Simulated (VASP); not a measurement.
OSZICAR of a VASP run on PtS$_{2}$ (1T layered):

**OSZICAR**
```
...
DAV:  10    -0.969974890088E+01   -0.19799E-03   -0.16308E-03  1050   0.310E-01    0.637E-02
DAV:  11    -0.969977308407E+01   -0.24183E-04   -0.49088E-05  1023   0.636E-02    0.360E-02
DAV:  12    -0.969977132524E+01    0.17588E-05   -0.64887E-06  1078   0.272E-02    0.825E-03
DAV:  13    -0.969977168690E+01   -0.36166E-06   -0.81739E-07   595   0.876E-03
   1 F= -.96997717E+01 E0= -.96997716E+01  d E =-.969977E+01
       N       E                     dE             d eps       ncg     rms          rms(c)
DAV:   1    -0.113137409815E+02   -0.16140E+01   -0.35106E+01   896   0.534E+01    0.950E+00
DAV:   2    -0.100187801841E+02    0.12950E+01   -0.67683E+00   854   0.299E+01    0.772E+00
DAV:   3    -0.968758832189E+01    0.33119E+00   -0.64682E-01   854   0.942E+00    0.380E+00
DAV:   4    -0.962175529424E+01    0.65833E-01   -0.34940E-01   875   0.378E+00    0.177E+00
DAV:   5    -0.962263609129E+01   -0.88080E-03   -0.72415E-03  1057   0.722E-01    0.970E-01
DAV:   6    -0.962166334098E+01    0.97275E-03   -0.43105E-03   896   0.607E-01    0.107E-01
DAV:   7    -0.962172600851E+01   -0.62668E-04   -0.50687E-04  1050   0.184E-01    0.463E-02
DAV:   8    -0.962172512323E+01    0.88528E-06   -0.17517E-05  1030   0.410E-02    0.136E-02
DAV:   9    -0.962172558922E+01   -0.46599E-06   -0.23955E-06   694   0.146E-02
   2 F= -.96217256E+01 E0= -.96215776E+01  d E =0.780461E-01
       N       E                     dE             d eps       ncg     rms          rms(c)
DAV:   1    -0.104009538461E+02   -0.77923E+00   -0.13815E+01   882   0.341E+01    0.603E+00
DAV:   2    -0.987085295675E+01    0.53010E+00   -0.24756E+00   861   0.167E+01    0.343E+00
DAV:   3    -0.977141402377E+01    0.99439E-01   -0.22376E-01   875   0.537E+00    0.112E+00
DAV:   4    -0.975123826663E+01    0.20176E-01   -0.12923E-01   896   0.230E+00    0.684E-01
DAV:   5    -0.975106968370E+01    0.16858E-03   -0.31702E-03  1015   0.539E-01    0.485E-01
DAV:   6    -0.975129857693E+01   -0.22889E-03   -0.92949E-04   959   0.235E-01    0.568E-02
DAV:   7    -0.975128846955E+01    0.10107E-04   -0.10950E-04  1057   0.943E-02    0.385E-02
DAV:   8    -0.975128572030E+01    0.27493E-05   -0.14711E-05   973   0.356E-02    0.788E-03
DAV:   9    -0.975128547689E+01    0.24340E-06   -0.87813E-07   532   0.794E-03
   3 F= -.97512855E+01 E0= -.97512800E+01  d E =-.515138E-01
       N       E                     dE             d eps       ncg     rms          rms(c)
DAV:   1    -0.975140154165E+01   -0.11582E-03   -0.19958E-03   889   0.410E-01    0.687E-02
DAV:   2    -0.975132581142E+01    0.75730E-04   -0.35296E-04   861   0.213E-01    0.457E-02
DAV:   3    -0.975131184385E+01    0.13968E-04   -0.29152E-05   889   0.627E-02    0.184E-02
DAV:   4    -0.975130925660E+01    0.25873E-05   -0.20273E-05   889   0.270E-02    0.836E-03
DAV:   5    -0.975130946160E+01   -0.20500E-06   -0.72482E-07   476   0.862E-03
   4 F= -.97513095E+01 E0= -.97513043E+01  d E =-.515378E-01
       N       E                     dE             d eps       ncg     rms          rms(c)
DAV:   1    -0.975477627630E+01   -0.34670E-02   -0.11639E-01   840   0.251E+00    0.330E-01
DAV:   2    -0.975294840364E+01    0.18279E-02   -0.80721E-03   903   0.930E-01    0.184E-01
DAV:   3    -0.975261278346E+01    0.33562E-03   -0.77979E-04   980   0.289E-01    0.744E-02
DAV:   4    -0.975251348070E+01    0.99303E-04   -0.48931E-04   924   0.145E-01    0.408E-02
DAV:   5    -0.975251262772E+01    0.85299E-06   -0.36982E-05   987   0.456E-02    0.151E-02
DAV:   6    -0.975251227043E+01    0.35729E-06   -0.56247E-06  1003   0.243E-02
   5 F= -.97525123E+01 E0= -.97525101E+01  d E =-.120281E-02
       N       E                     dE             d eps       ncg     rms          rms(c)
DAV:   1    -0.977430826902E+01   -0.21796E-01   -0.10332E+00   840   0.746E+00    0.100E+00
DAV:   2    -0.975798150147E+01    0.16327E-01   -0.71912E-02   903   0.278E+00    0.555E-01
DAV:   3    -0.975500187628E+01    0.29796E-02   -0.68169E-03   987   0.858E-01    0.227E-01
DAV:   4    -0.975410515329E+01    0.89672E-03   -0.44559E-03   931   0.436E-01    0.125E-01
DAV:   5    -0.975410370239E+01    0.14509E-05   -0.33583E-04   980   0.138E-01    0.453E-02
DAV:   6    -0.975410109234E+01    0.26101E-05   -0.52747E-05  1073   0.747E-02    0.248E-02
DAV:   7    -0.975410275937E+01   -0.16670E-05   -0.83251E-06   980   0.271E-02    0.781E-03
DAV:   8    -0.975410305116E+01   -0.29179E-06   -0.96426E-07   476   0.940E-03
   6 F= -.97541031E+01 E0= -.97541030E+01  d E =-.279359E-02
       N       E                     dE             d eps       ncg     rms          rms(c)
DAV:   1    -0.975855999044E+01   -0.44572E-02   -0.25134E-01   840   0.356E+00    0.488E-01
DAV:   2    -0.975601690163E+01    0.25431E-02   -0.21318E-02   889   0.154E+00    0.276E-01
DAV:   3    -0.975548504618E+01    0.53186E-03   -0.11099E-03  1029   0.381E-01    0.112E-01
DAV:   4    -0.975534077535E+01    0.14427E-03   -0.12807E-03   861   0.216E-01    0.535E-02
DAV:   5    -0.975533455866E+01    0.62167E-05   -0.76875E-05   924   0.624E-02    0.306E-02
DAV:   6    -0.975533539203E+01   -0.83337E-06   -0.78990E-06  1079   0.283E-02
   7 F= -.97553354E+01 E0= -.97553354E+01  d E =-.123234E-02
       N       E                     dE             d eps       ncg     rms          rms(c)
DAV:   1    -0.977188308401E+01   -0.16549E-01   -0.11782E+00   840   0.772E+00    0.108E+00
DAV:   2    -0.976009229536E+01    0.11791E-01   -0.99994E-02   889   0.332E+00    0.605E-01
DAV:   3    -0.975760477740E+01    0.24875E-02   -0.51845E-03  1029   0.821E-01    0.251E-01
DAV:   4    -0.975690661610E+01    0.69816E-03   -0.61767E-03   861   0.471E-01    0.118E-01
DAV:   5    -0.975687809888E+01    0.28517E-04   -0.37589E-04   924   0.137E-01    0.664E-02
DAV:   6    -0.975688388127E+01   -0.57824E-05   -0.40049E-05  1079   0.630E-02    0.353E-02
DAV:   7    -0.975688379559E+01    0.85676E-07   -0.17611E-05  1027   0.338E-02    0.117E-02
DAV:   8    -0.975688372844E+01    0.67155E-07   -0.17709E-06   590   0.125E-02
   8 F= -.97568837E+01 E0= -.97568837E+01  d E =-.278068E-02
       N       E                     dE             d eps       ncg     rms          rms(c)
DAV:   1    -0.981473927450E+01   -0.57855E-01   -0.46635E+00   840   0.154E+01    0.223E+00
DAV:   2    -0.976863841511E+01    0.46101E-01   -0.39632E-01   903   0.663E+00    0.122E+00
DAV:   3    -0.975881243149E+01    0.98260E-02   -0.20705E-02  1015   0.163E+00    0.514E-01
DAV:   4    -0.975586862234E+01    0.29438E-02   -0.25262E-02   875   0.943E-01    0.239E-01
DAV:   5    -0.975575933082E+01    0.10929E-03   -0.14978E-03   959   0.271E-01    0.134E-01
DAV:   6    -0.975578571057E+01   -0.26380E-04   -0.16688E-04  1065   0.126E-01    0.687E-02
DAV:   7    -0.975578531070E+01    0.39986E-06   -0.68493E-05  1025   0.646E-02    0.227E-02
DAV:   8    -0.975578556314E+01   -0.25243E-06   -0.69433E-06  1022   0.234E-02
   9 F= -.97557856E+01 E0= -.97557856E+01  d E =-.168251E-02
       N       E                     dE             d eps       ncg     rms          rms(c)
DAV:   1    -0.978432044830E+01   -0.28535E-01   -0.20499E+00   840   0.100E+01    0.134E+00
DAV:   2    -0.976248121616E+01    0.21839E-01   -0.17542E-01   889   0.438E+00    0.736E-01
DAV:   3    -0.975816879689E+01    0.43124E-02   -0.90278E-03  1029   0.109E+00    0.283E-01
DAV:   4    -0.975709186151E+01    0.10769E-02   -0.93453E-03   882   0.581E-01    0.146E-01
DAV:   5    -0.975708098105E+01    0.10880E-04   -0.54074E-04   966   0.170E-01    0.873E-02
DAV:   6    -0.975708967153E+01   -0.86905E-05   -0.56064E-05  1051   0.766E-02    0.486E-02
DAV:   7    -0.975709943248E+01   -0.97610E-05   -0.24342E-05  1034   0.442E-02    0.125E-02
DAV:   8    -0.975709886246E+01    0.57003E-06   -0.31743E-06   777   0.174E-02
  10 F= -.97570989E+01 E0= -.97570989E+01  d E =-.299581E-02
       N       E                     dE             d eps       ncg     rms          rms(c)
DAV:   1    -0.979965040489E+01   -0.42551E-01   -0.10022E+00   840   0.877E+00    0.135E+00
DAV:   2    -0.976287707347E+01    0.36773E-01   -0.16640E-01   861   0.478E+00    0.913E-01
DAV:   3    -0.975639221527E+01    0.64849E-02   -0.11963E-02   966   0.131E+00    0.339E-01
DAV:   4    -0.975494232402E+01    0.14499E-02   -0.10503E-02   847   0.588E-01    0.156E-01
DAV:   5    -0.975490074287E+01    0.41581E-04   -0.33493E-04  1022   0.165E-01    0.118E-01
DAV:   6    -0.975491784157E+01   -0.17099E-04   -0.13108E-04   980   0.838E-02    0.263E-02
DAV:   7    -0.975490602565E+01    0.11816E-04   -0.39794E-05   903   0.363E-02    0.895E-03
DAV:   8    -0.975490631450E+01   -0.28885E-06   -0.25099E-06  1005   0.112E-02
  11 F= -.97549063E+01 E0= -.97549063E+01  d E =0.219255E-02
       N       E                     dE             d eps       ncg     rms          rms(c)
DAV:   1    -0.978707800771E+01   -0.32172E-01   -0.66968E-01   840   0.719E+00    0.111E+00
DAV:   2    -0.976230227497E+01    0.24776E-01   -0.11012E-01   868   0.386E+00    0.712E-01
DAV:   3    -0.975811182263E+01    0.41905E-02   -0.78440E-03   973   0.105E+00    0.243E-01
DAV:   4    -0.975721737168E+01    0.89445E-03   -0.64689E-03   847   0.465E-01    0.126E-01
DAV:   5    -0.975719988174E+01    0.17490E-04   -0.17130E-04  1043   0.121E-01    0.998E-02
DAV:   6    -0.975722800449E+01   -0.28123E-04   -0.10258E-04   966   0.674E-02    0.254E-02
DAV:   7    -0.975721750153E+01    0.10503E-04   -0.33330E-05   889   0.330E-02    0.833E-03
DAV:   8    -0.975721748226E+01    0.19270E-07   -0.19437E-06   889   0.971E-03
  12 F= -.97572175E+01 E0= -.97572175E+01  d E =-.118620E-03
```

Problem. Which electronic solver shows in the log?

Solution. It is blocked Davidson (ALGO = Normal, or the opening steps of other solvers). The INCAR had ALGO = Normal.

Problem. Can the final energy be trusted as converged?

Solution. The calculation finished and met its thresholds. It stopped with EDIFF = 1E-6, NELM = 100, NSW = 60 and EDIFFG = -0.02 after 12 ionic steps (optB88-vdW, plane waves, VASP's PBE PAW potentials (set 64)). Energy and stress use the plane-wave basis of the starting cell.

The compound is PtS2 in the 1T layered structure. This run relaxes it. Symmetry was kept, so distortions that lower it aren't found. The start is the result of an earlier pass.
